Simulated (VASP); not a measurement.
A convergence study with VASP on WSe₂: one setting is varied, all else stays as given below, so the limit is that of these other settings.

```
WSe2
1.0
    3.29640     0.00000     0.00000
   -1.64820     2.85477     0.00000
    0.00000     0.00000    23.87280
W Se
2 4
Direct
  0.66667   0.33333   0.63640
  0.33333   0.66667   0.36360
  0.66667   0.33333   0.43398
  0.33333   0.66667   0.70678
  0.33333   0.66667   0.56602
  0.66667   0.33333   0.29322
```

Computed with PBEsol GGA, VASP's PBE PAW potentials (set 64) (plane waves; VASP). The tightest run used: 300 eV cut-off, 21×21×1 Γ-centred mesh, Fermi-Dirac smearing of 0.050 eV, potentials W_sv Se.

Question: The settings run are 2×2×1 mesh; 3×3×1 mesh; 4×4×1 mesh; 5×5×1 mesh; 6×6×1 mesh; 7×7×1 mesh; 10×10×1 mesh; 11×11×1 mesh; 13×13×1 mesh; 16×16×1 mesh; 18×18×1 mesh; 21×21×1 mesh. From which on does the largest force stay within 0.01 eV/Å of the tightest run?

Answer: From 5×5×1 mesh on: it is off by 0.006 there and by no more than 0.01 in any finer run, while 4×4×1 mesh is off by 0.061.
```
setting       E (eV/atom)  largest force (eV/Å)  irreducible k-points  difference judged (eV/Å)
------------  -----------  --------------------  --------------------  ------------------------
2×2×1 mesh        -7.3919                 0.109                     2                     0.135
3×3×1 mesh        -7.7391                 0.487                     3                     0.243
4×4×1 mesh        -7.7656                 0.305                     4                     0.061
5×5×1 mesh        -7.7482                 0.249                     5                     0.006
6×6×1 mesh        -7.7478                 0.242                     7                     0.002
7×7×1 mesh        -7.7488                 0.245                     8                     0.001
10×10×1 mesh      -7.7485                 0.244                    14                     0.000
11×11×1 mesh      -7.7485                 0.244                    16                     0.000
13×13×1 mesh      -7.7485                 0.244                    21                     0.000
16×16×1 mesh      -7.7485                 0.244                    30                     0.000
18×18×1 mesh      -7.7485                 0.244                    37                     0.000
21×21×1 mesh      -7.7485                 0.244                    48                     0.000
```

Left out are rungs that failed or repeat a setting and relaxations that didn't move; long series are thinned to 24 rows.

The cell is a sheet or thin cut with vacuum, built from a generated structure.
